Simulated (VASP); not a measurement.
## Which face does V expose?

How do surface energy, work function and relaxation of V depend on the face?

Calculated with VASP 6.6.1; PBEsol, no spin polarisation; plane waves and PAW (V).

## Step 1: Starting point

It takes space group Im-3m (No. 229, cubic). The conventional cell has a = 3.020 Å, b = 3.020 Å, c = 3.020 Å, α = 90.00°, β = 90.00°, γ = 90.00°. Nearest to V lie 8 V at 2.62 Å.

## Step 2: The bulk reference, job relaxation, k-mesh 18×18×18

The bulk crystal is relaxed first, so that the slabs are cut at this functional's lattice.

The input, INCAR:

```
SYSTEM = V
PREC = Accurate
ENCUT = 420
EDIFF = 1E-06
NELM = 120
ISMEAR = 1
SIGMA = 0.15
LREAL = .FALSE.
ALGO = Normal
GGA = PS
NBANDS = 8
LASPH = .TRUE.
LORBIT = 11
LWAVE = .FALSE.
LCHARG = .FALSE.
KPAR = 4
IBRION = 2
NSW = 30
ISIF = 3
EDIFFG = -0.01
POTIM = 0.4
```

The input, POSCAR:

```
V
1.0
   -1.5100000000      1.5100000000      1.5100000000
    1.5100000000     -1.5100000000      1.5100000000
    1.5100000000      1.5100000000     -1.5100000000
V
1
Direct
    0.0000000000      0.0000000000      0.0000000000
```

The input, KPOINTS:

```
Automatic mesh
0
Gamma
18 18 18
0 0 0
```

PAW data sets: V (PBE family, release 64).

On the command line:

```
$ mpirun -np 4 vasp_std
```

The program printed:

```text
[banner, memory and clock lines left out]
running    4 mpi-ranks, on    1 nodes
 distrk:  each k-point on    1 cores,    4 groups
 distr:  one band on    1 cores,    1 groups

 POSCAR found type information on POSCAR V
 POSCAR found :  1 types and       1 ions
|                                                                             |
|               ----> ADVICE to this user running VASP <----                  |
|                                                                             |
|     You enforced a specific xc type in the INCAR file but a different       |
|     [... a line on the potential file left out ...]
|     I HOPE YOU KNOW WHAT YOU ARE DOING!                                     |
|                                                                             |

 LDA part: xc-table for (Slater+PW92), standard interpolation
 POSCAR, INCAR and KPOINTS ok, starting setup
 FFT: planning ... GRIDC
 FFT: planning ... GRID_SOFT
 FFT: planning ... GRID
 WAVECAR not read
 entering main loop
       N       E                     dE             d eps       ncg     rms          rms(c)
DAV:   1    -0.167882060586E+01   -0.16788E+01   -0.18813E+03  3200   0.505E+02
DAV:   2    -0.111136559981E+02   -0.94348E+01   -0.87327E+01  3192   0.598E+01
DAV:   3    -0.111677323416E+02   -0.54076E-01   -0.54037E-01  4016   0.659E+00
DAV:   4    -0.111680417038E+02   -0.30936E-03   -0.30936E-03  3536   0.410E-01
DAV:   5    -0.111680452473E+02   -0.35436E-05   -0.35434E-05  4064   0.356E-02    0.123E+01
DAV:   6    -0.962859031686E+01    0.15395E+01   -0.53573E+00  3360   0.341E+01    0.191E+00
DAV:   7    -0.957278855541E+01    0.55802E-01   -0.14785E-01  4000   0.486E+00    0.131E+00
DAV:   8    -0.956103939663E+01    0.11749E-01   -0.65284E-03  3272   0.120E+00    0.235E-01
DAV:   9    -0.956050697918E+01    0.53242E-03   -0.11173E-03  4488   0.249E-01    0.676E-02
DAV:  10    -0.956046889504E+01    0.38084E-04   -0.23212E-05  4448   0.542E-02    0.684E-03
DAV:  11    -0.956046672087E+01    0.21742E-05   -0.20145E-06  1744   0.166E-02    0.535E-04
DAV:  12    -0.956046682359E+01   -0.10272E-06   -0.70976E-08  1616   0.280E-03
   1 F= -.95604668E+01 E0= -.95605623E+01  d E =-.956047E+01
 curvature:   0.00 expect dE= 0.000E+00 dE for cont linesearch  0.000E+00
 trial: gam= 0.00000 g(F)=  0.393E-63 g(S)=  0.160E+00 ort = 0.000E+00 (trialstep = 0.100E+01)
 search vector abs. value=  0.160E+00
 bond charge predicted
       N       E                     dE             d eps       ncg     rms          rms(c)
DAV:   1    -0.973443099276E+01   -0.17396E+00   -0.10128E+01  3120   0.491E+01    0.515E+00
DAV:   2    -0.959166310821E+01    0.14277E+00   -0.41011E-01  3680   0.957E+00    0.110E+00
DAV:   3    -0.957781172814E+01    0.13851E-01   -0.21943E-02  4400   0.175E+00    0.243E-01
DAV:   4    -0.957562917873E+01    0.21825E-02   -0.34829E-03  3248   0.622E-01    0.108E-01
DAV:   5    -0.957571387398E+01   -0.84695E-04   -0.78693E-05  3888   0.705E-02    0.274E-02
DAV:   6    -0.957570597780E+01    0.78962E-05   -0.13806E-06  2528   0.100E-02    0.468E-04
DAV:   7    -0.957570604518E+01   -0.67378E-07   -0.36999E-08  1568   0.177E-03
   2 F= -.95757060E+01 E0= -.95756385E+01  d E =-.152392E-01
 trial-energy change:   -0.015239  1 .order   -0.008180   -0.159691    0.143331
 step:   0.5614(harm=  0.5270)  dis= 0.00000  next Energy=    -9.606542 (dE=-0.461E-01)
 bond charge predicted
       N       E                     dE             d eps       ncg     rms          rms(c)
DAV:   1    -0.963667086089E+01   -0.60965E-01   -0.20293E+00  3120   0.233E+01    0.217E+00
DAV:   2    -0.961038164955E+01    0.26289E-01   -0.87346E-02  3800   0.419E+00    0.595E-01
DAV:   3    -0.960788193072E+01    0.24997E-02   -0.28879E-03  4520   0.539E-01    0.205E-01
DAV:   4    -0.960743560144E+01    0.44633E-03   -0.10967E-03  3248   0.359E-01    0.233E-02
DAV:   5    -0.960740469993E+01    0.30902E-04   -0.13536E-05  3376   0.468E-02    0.313E-03
DAV:   6    -0.960740464216E+01    0.57763E-07   -0.36441E-07  2336   0.376E-03
   3 F= -.96074046E+01 E0= -.96073325E+01  d E =-.469378E-01
 curvature:  -0.26 expect dE=-0.177E-05 dE for cont linesearch -0.177E-05
 trial: gam=-0.00645 g(F)=  0.469E-64 g(S)=  0.674E-05 ort = 0.104E-02 (trialstep = 0.912E+00)
 search vector abs. value=  0.384E-09
 reached required accuracy - stopping structural energy minimisation
```

The job ended after 13 s (4 MPI ranks of AMD EPYC 7R43, shared host; peak memory 0.45 GiB; 49 s of CPU time).

The logs omit lines about the potential files and the build; timing stands in the text.

OUTCAR, selected parts (step 2):

```text
ion  position               nearest neighbor table
   1  0.000  0.000  0.000-

  LATTYP: Found a body centered cubic cell.
 ALAT       =     3.0200000000

 Subroutine GETGRP returns: Found 48 space group operations
 (whereof 48 operations were pure point group operations)

The static configuration has the point symmetry O_h .

 Found    195 irreducible k-points:

   k-points           NKPTS =    195   k-points in BZ     NKDIM =    195   number of bands    NBANDS=      8

   dimension x,y,z NGX =    18 NGY =   18 NGZ =   18
   dimension x,y,z NGXF=    36 NGYF=   36 NGZF=   36

   ENCUT  =  420.0 eV  30.87 Ry    5.56 a.u.   4.37  4.37  4.37*2*pi/ulx,y,z

   NELECT =       5.0000    total number of electrons

 k-points in reciprocal lattice and weights: Automatic mesh
   0.00000000  0.00000000  0.00000000       0.000
   0.05555556  0.00000000  0.00000000       0.002
   0.11111111  0.00000000  0.00000000       0.002
   0.16666667  0.00000000  0.00000000       0.002
   0.22222222  0.00000000  0.00000000       0.002
   0.27777778  0.00000000  0.00000000       0.002
   0.33333333  0.00000000  0.00000000       0.002
   0.38888889  0.00000000  0.00000000       0.002
   0.44444444  0.00000000  0.00000000       0.002
[...]
0.50000000  0.50000000  0.44444444       0.002
   0.50000000  0.50000000  0.50000000       0.000

 average (electrostatic) potential at core
       1 -38.4507

 E-fermi :   6.5243

 k-point     1 :       0.0000    0.0000    0.0000
  band No.  band energies     occupation
      1      -0.1511      2.00000
      2       6.9326     -0.00081
      3       6.9326     -0.00081
      4       6.9326     -0.00081
      5       9.0644     -0.00000
      6       9.0644     -0.00000
    ...

 k-point     2 :       0.0556    0.0000    0.0000
  band No.  band energies     occupation
      1      -0.0199      2.00000
      2       6.8751     -0.00462
      3       6.9214     -0.00117
      4       7.0291     -0.00002
      5       8.9972     -0.00000
      6       9.0683     -0.00000
    ...

 k-point     3 :       0.1111    0.0000    0.0000
  band No.  band energies     occupation
      1       0.3621      2.00000
      2       6.7129     -0.07061
      3       6.8692     -0.00541
      4       7.3123     -0.00000
      5       8.8424     -0.00000
      6       9.0822     -0.00000
    ...

  Total       -0.0076289     -0.0076289     -0.0076289      0.0000000      0.0000000     -0.0000000
  in kB       -0.9588824     -0.9588824     -0.9588824      0.0000000      0.0000000     -0.0000000
  external PRESSURE =      -0.9588824 kB  Pullay stress =       0.0000000 kB

  energy-cutoff  :      420.00
  volume of cell :       12.75
      direct lattice vectors                 reciprocal lattice vectors
    -1.471576358  1.471576358  1.471576358     0.000000000  0.339771700  0.339771700
     1.471576358 -1.471576358  1.471576358     0.339771700  0.000000000  0.339771700
     1.471576358  1.471576358 -1.471576358     0.339771700  0.339771700  0.000000000

 POSITION                                       TOTAL-FORCE (eV/Angst)
 -----------------------------------------------------------------------------------
      0.00000      0.00000      0.00000         0.000000      0.000000      0.000000
 -----------------------------------------------------------------------------------
    total drift:                                0.000000     -0.000000      0.000000

  FREE ENERGIE OF THE ION-ELECTRON SYSTEM (eV)
  ---------------------------------------------------
  free  energy   TOTEN  =        -9.6074046422 eV

  energy  without entropy=       -9.6071883238  energy(sigma->0) =       -9.60733254

 reached required accuracy - stopping structural energy minimisation

 total charge
# of ion       s       p       d       tot
------------------------------------------
    1        0.609   0.695   3.644   4.948

[... 3 further parts left out ...]
```

Its electron count is odd, so without a moment it is a metal by construction. The PAW data sets were made with PBE, which is usual practice but a small mismatch for other functionals. The data set V keeps the semicore shell frozen, which is cheaper and a little less accurate. The run keeps the 48 symmetry operations of its start, so it cannot find a distortion of lower symmetry.

The steps of the relaxation:

```
step  energy less that of the first step (eV)  largest force (eV/Å)  pressure (GPa)  volume (Å³)
   1                                   0.0000                0.0000          -13.66        13.77
   2                                  -0.0152                0.0000           14.09        11.98
   3                                  -0.0469                0.0000           -0.10        12.75
```

```
conventional cell, symmetrised  before  after  change
                         a (Å)   3.020  2.943  -2.5 %
                         b (Å)   3.020  2.943  -2.5 %
                         c (Å)   3.020  2.943  -2.5 %
              volume (Å³/atom)   13.77  12.75  -7.4 %
```

Final coordinates:

```xyz
1
Lattice="-1.4716 1.4716 1.4716 1.4716 -1.4716 1.4716 1.4716 1.4716 -1.4716" Properties=species:S:1:pos:R:3 pbc="T T T"
V     0.0000    0.0000    0.0000
```

Numbers from this step:

* electronic cycles: 25
* electrons: 5
* free energy (TOTEN): -9.607 eV
* energy at zero smearing: -9.607 eV
* Fermi energy: 6.524 eV
* metallic: yes

The run ended after 3 ionic steps, 0.047 eV below its first step, once forces and stress met EDIFFG = -0.01.

Energy at zero smearing: -9.60733 eV.

## Step 3: The bulk reference, job self-consistent run, k-mesh 22×22×22

The input, INCAR:

```
SYSTEM = V
PREC = Normal
ENCUT = 320
EDIFF = 1E-06
NELM = 120
ISMEAR = 1
SIGMA = 0.15
LREAL = .FALSE.
ALGO = Fast
GGA = PS
NBANDS = 8
LASPH = .TRUE.
LORBIT = 11
LWAVE = .FALSE.
LCHARG = .FALSE.
KPAR = 4
```

The input, POSCAR:

```
V
1.0
   -1.4715763576      1.4715763576      1.4715763576
    1.4715763576     -1.4715763576      1.4715763576
    1.4715763576      1.4715763576     -1.4715763576
V
1
Direct
    0.0000000000      0.0000000000      0.0000000000
```

The input, KPOINTS:

```
Automatic mesh
0
Gamma
22 22 22
0 0 0
```

On the command line:

```
$ mpirun -np 4 vasp_std
```

The program printed:

```text
[banner, memory and clock lines left out]
running    4 mpi-ranks, on    1 nodes
 distrk:  each k-point on    1 cores,    4 groups
 distr:  one band on    1 cores,    1 groups

 POSCAR found type information on POSCAR V
 POSCAR found :  1 types and       1 ions
 [... a notice as in an earlier step ...]

 LDA part: xc-table for (Slater+PW92), standard interpolation
 POSCAR, INCAR and KPOINTS ok, starting setup
 FFT: planning ... GRIDC
 FFT: planning ... GRID_SOFT
 FFT: planning ... GRID
 WAVECAR not read
 entering main loop
       N       E                     dE             d eps       ncg     rms          rms(c)
DAV:   1    -0.362853976331E+01   -0.36285E+01   -0.16400E+03  5384   0.421E+02
DAV:   2    -0.110065929402E+02   -0.73781E+01   -0.70404E+01  5464   0.550E+01
DAV:   3    -0.110460578351E+02   -0.39465E-01   -0.39433E-01  6656   0.560E+00
DAV:   4    -0.110462596315E+02   -0.20180E-03   -0.20179E-03  5944   0.325E-01
DAV:   5    -0.110462614686E+02   -0.18371E-05   -0.18370E-05  6776   0.250E-02    0.135E+01
RMM:   6    -0.968144526785E+01    0.13648E+01   -0.13285E+00  5902   0.166E+01    0.186E+00
RMM:   7    -0.961541944846E+01    0.66026E-01   -0.18176E-01  5791   0.387E+00    0.123E+00
RMM:   8    -0.960530001850E+01    0.10119E-01   -0.42936E-02  5981   0.226E+00    0.203E-01
RMM:   9    -0.960636747237E+01   -0.10675E-02   -0.10919E-02  6312   0.779E-01    0.164E-01
RMM:  10    -0.960634998924E+01    0.17483E-04   -0.32857E-03  5935   0.896E-01    0.168E-01
RMM:  11    -0.960626052180E+01    0.89467E-04   -0.56377E-04  6202   0.183E-01    0.772E-02
RMM:  12    -0.960623103489E+01    0.29487E-04   -0.92382E-05  5998   0.882E-02    0.247E-02
RMM:  13    -0.960622624680E+01    0.47881E-05   -0.18923E-05  6092   0.439E-02    0.458E-03
RMM:  14    -0.960622633707E+01   -0.90269E-07   -0.61167E-06  5050   0.213E-02
   1 F= -.96062263E+01 E0= -.96062258E+01  d E =-.172093E-05
```

Run time: 7.2 s. Hardware: 4 MPI ranks; peak memory 0.35 GiB; 25 s of CPU time.

OUTCAR, selected parts (step 3):

```text
  LATTYP: Found a body centered cubic cell.
 ALAT       =     2.9431527152

The static configuration has the point symmetry O_h .

 Found    328 irreducible k-points:

   k-points           NKPTS =    328   k-points in BZ     NKDIM =    328   number of bands    NBANDS=      8

   dimension x,y,z NGX =    12 NGY =   12 NGZ =   12
   dimension x,y,z NGXF=    24 NGYF=   24 NGZF=   24

   ENCUT  =  320.0 eV  23.52 Ry    4.85 a.u.   3.72  3.72  3.72*2*pi/ulx,y,z

   NELECT =       5.0000    total number of electrons

 E-fermi :   6.5315

 k-point     1 :       0.0000    0.0000    0.0000
  band No.  band energies     occupation
      1      -0.1508      2.00000
      2       6.9327     -0.00103
      3       6.9327     -0.00103
      4       6.9327     -0.00103
      5       9.0646     -0.00000
      6       9.0646     -0.00000
    ...

 k-point     2 :       0.0455    0.0000    0.0000
  band No.  band energies     occupation
      1      -0.0628      2.00000
      2       6.8940     -0.00333
      3       6.9256     -0.00129
      4       6.9974     -0.00010
      5       9.0188     -0.00000
      6       9.0673     -0.00000
    ...

  Total       -0.0079795     -0.0079795     -0.0079795      0.0000000      0.0000000      0.0000000
  in kB       -1.0029468     -1.0029468     -1.0029468      0.0000000      0.0000000      0.0000000
  external PRESSURE =      -1.0029468 kB  Pullay stress =       0.0000000 kB

  energy-cutoff  :      320.00
  volume of cell :       12.75
      direct lattice vectors                 reciprocal lattice vectors
    -1.471576358  1.471576358  1.471576358     0.000000000  0.339771700  0.339771700
     1.471576358 -1.471576358  1.471576358     0.339771700  0.000000000  0.339771700
     1.471576358  1.471576358 -1.471576358     0.339771700  0.339771700  0.000000000

 POSITION                                       TOTAL-FORCE (eV/Angst)
 -----------------------------------------------------------------------------------
      0.00000      0.00000      0.00000         0.000000     -0.000000      0.000000
 -----------------------------------------------------------------------------------
    total drift:                               -0.000000      0.000000      0.000000

  FREE ENERGIE OF THE ION-ELECTRON SYSTEM (eV)
  ---------------------------------------------------
  free  energy   TOTEN  =        -9.6062263371 eV

  energy  without entropy=       -9.6062246161  energy(sigma->0) =       -9.60622576

 total charge
# of ion       s       p       d       tot
------------------------------------------
    1        0.608   0.696   3.643   4.947

[... 3 parts as in an earlier step ...]

[... 5 further parts left out ...]
```

Numbers from this step:

| Item | Value |
| --- | --- |
| electronic cycles | 14 |
| free energy (TOTEN) | -9.606 eV |
| Fermi energy | 6.532 eV |

Energy at zero smearing: -9.60623 eV.

The run ends at a pressure of -0.10 GPa.

(Continued in part 2 of 6.)

[Lines on the potential files, build, host, timing and source positions are cut from VASP's logs without a mark.]

[Logs are printed without paths, hosts, clocks, repeated set-up lines and the standing remarks that a program may print on its own settings, such as how far it seeks lower states.]

[Hosts, paths, dates, database ids (printed as entryN), source tags and the programs' standing remarks are cut or masked in the printed files.]

[Runs that stopped without an error message from VASP are left out.]
